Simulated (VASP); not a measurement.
Calculation: PBEsol GGA, VASP's PBE PAW potentials (set 64) (plane waves; VASP 6.6.1).

VASP input:

POSCAR:
```
HfC(100) slab
1
    3.2568263217     0.0000000000     0.0000000000
    0.0000000000     3.2568263217     0.0000000000
    0.0000000000     0.0000000000    24.1012940028
Hf C
4 4
Direct
  0.0000000000   0.5000000000   0.3602785648
  0.5000000000   0.0000000000   0.4530492971
  0.0000000000   0.5000000000   0.5469507029
  0.5000000000   0.0000000000   0.6397214352
  0.0000000000   0.5000000000   0.4519648412
  0.5000000000   0.0000000000   0.3562715802
  0.0000000000   0.5000000000   0.6437284198
  0.5000000000   0.0000000000   0.5480351588
```

### KPOINTS
```
K-points
0
gamma
 9 9 1
```

INCAR:
```
SYSTEM = HfC(100) slab
PREC = Normal
ENCUT = 450
EDIFF = 1E-6
NELM = 100
ALGO = Normal
LREAL = .FALSE.
LASPH = .TRUE.
ISMEAR = 1
SIGMA = 0.1
GGA = PS
LMAXMIX = 6
LWAVE = .FALSE.
LCHARG = .FALSE.
NELMIN = 4
LDIPOL = .TRUE.
IDIPOL = 3
DIPOL = 0.5 0.5 0.5
LVHAR = .TRUE.
LORBIT = 11
```

POTCAR, in this order: Hf_pv C (PBE.64 set). Program: vasp_std. Read from the step before: WAVECAR.

Output of the run:

**OUTCAR**
```
 ion  position               nearest neighbor table
   1  0.000  0.500  0.360-   5 2.21   6 2.30   6 2.30   6 2.30   6 2.30   2 3.21   2 3.21   2 3.21
                             2 3.21
   2  0.500  0.000  0.453-   8 2.29   5 2.30   5 2.30   5 2.30   5 2.30   6 2.33   1 3.21   1 3.21
                             1 3.21   1 3.21   3 3.23   3 3.23   3 3.23   3 3.23
   3  0.000  0.500  0.547-   5 2.29   8 2.30   8 2.30   8 2.30   8 2.30   7 2.33   4 3.21   4 3.21
                             4 3.21   4 3.21   2 3.23   2 3.23   2 3.23   2 3.23
   4  0.500  0.000  0.640-   8 2.21   7 2.30   7 2.30   7 2.30   7 2.30   3 3.21   3 3.21   3 3.21
                             3 3.21
   5  0.000  0.500  0.452-   1 2.21   3 2.29   2 2.30   2 2.30   2 2.30   2 2.30
   6  0.500  0.000  0.356-   1 2.30   1 2.30   1 2.30   1 2.30   2 2.33
   7  0.000  0.500  0.644-   4 2.30   4 2.30   4 2.30   4 2.30   3 2.33
   8  0.500  0.000  0.548-   4 2.21   2 2.29   3 2.30   3 2.30   3 2.30   3 2.30
  LATTYP: Found a simple tetragonal cell.
 ALAT       =     3.2568263217
 C/A-ratio  =     7.4002392581
 Subroutine PRICEL returns:
 Original cell was already a primitive cell.
 Subroutine GETGRP returns: Found 16 space group operations
The static configuration has the point symmetry D_2d.
 The point group associated with its full space group is D_4h.
The dynamic configuration has the point symmetry D_2d.
 Subroutine INISYM returns: Found 16 space group operations
 Subroutine IBZKPT returns following result:
 Found     15 irreducible k-points:
...
```

**OSZICAR**
```
       N       E                     dE             d eps       ncg     rms          rms(c)
DAV:   1    -0.861441088883E+02   -0.86144E+02   -0.17432E-05  1155   0.253E-02    0.891E-03
DAV:   2    -0.861441078552E+02    0.10332E-05   -0.61248E-06  1166   0.135E-02    0.632E-03
DAV:   3    -0.861441077947E+02    0.60437E-07   -0.49753E-07   768   0.407E-03    0.398E-03
DAV:   4    -0.861441077756E+02    0.19136E-07   -0.87749E-08   579   0.169E-03
   1 F= -.86144108E+02 E0= -.86143864E+02  d E =-.731582E-03
```

### OUTCAR
```
------------------------ aborting loop because EDIFF is reached ----------------------------------------
  FORCE on cell =-STRESS in cart. coord.  units (eV):
  Direction    XX          YY          ZZ          XY          YZ          ZX
  --------------------------------------------------------------------------------------
  Total       -4.3907610     -4.3907610     -0.1950739      0.0000000      0.0000000     -0.0000000
  in kB      -27.5182505    -27.5182505     -1.2225882      0.0000000      0.0000000     -0.0000000
  external PRESSURE =     -18.7530298 kB  Pullay stress =       0.0000000 kB
  volume of cell :      255.64
      direct lattice vectors                 reciprocal lattice vectors
     3.256826322  0.000000000  0.000000000     0.307047383  0.000000000  0.000000000
     0.000000000  3.256826322  0.000000000     0.000000000  0.307047383  0.000000000
     0.000000000  0.000000000 24.101294003     0.000000000  0.000000000  0.041491548
 POSITION                                       TOTAL-FORCE (eV/Angst)
 -----------------------------------------------------------------------------------
      0.00000      1.62841      8.68318         0.000000      0.000000     -0.005100
      1.62841      0.00000     10.91907        -0.000000      0.000000      0.009530
      0.00000      1.62841     13.18222         0.000000      0.000000     -0.009530
      1.62841      0.00000     15.41811        -0.000000      0.000000      0.005100
      0.00000      1.62841     10.89294         0.000000     -0.000000      0.012202
      1.62841      0.00000      8.58661        -0.000000      0.000000      0.004630
      0.00000      1.62841     15.51469         0.000000      0.000000     -0.004630
      1.62841      0.00000     13.20836         0.000000      0.000000     -0.012202
 -----------------------------------------------------------------------------------
    total drift:                                0.000000      0.000000      0.000000
  FREE ENERGIE OF THE ION-ELECTRON SYSTEM (eV)
  ---------------------------------------------------
  free  energy   TOTEN  =       -86.1441077756 eV

  energy  without entropy=      -86.1433761936  energy(sigma->0) =      -86.14386391

 total charge

# of ion       s       p       d       tot
------------------------------------------
    1        0.320   6.570   1.681   8.571
    2        0.322   6.672   1.722   8.717
    3        0.322   6.672   1.722   8.717
    4        0.320   6.570   1.681   8.571
    5        0.871   1.542   0.000   2.412
    6        0.879   1.448   0.000   2.327
    7        0.879   1.448   0.000   2.327
    8        0.871   1.542   0.000   2.412
--------------------------------------------------
tot          4.785  32.464   6.807  44.056
```
(Selected blocks of OUTCAR.)

At this cut-off the stress carries a Pulay error, which pulls relaxed volumes low.

The cell is a thin slab with vacuum, built from HfC (rock salt): (100) face.
